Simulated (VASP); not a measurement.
Consider the following.

```
CELL_PARAMETERS angstrom
      0.00000     2.70183     2.70183
      2.70183     0.00000     2.70183
      2.70183     2.70183     0.00000
ATOMIC_POSITIONS crystal
  Cu 0.00000 0.00000 0.00000
  Cl 0.25000 0.25000 0.25000
```

Calculation: optB88-vdW, VASP's PBE PAW potentials (set 64) (plane waves; VASP). Numerical set-up: 520 eV cut-off, Gaussian smearing of 0.050 eV, potentials Cu Cl.

Question: Estimate the band gap (along the path) with the smallest direct gap where there is one.

Answer: 
- band gap (along the path): 0.57 eV
- smallest direct gap (along the path): 0.57 eV

The absolute energy has meaning only against runs of the same code, potentials and settings.

The compound is CuCl in the zinc blende structure. It was relaxed first.
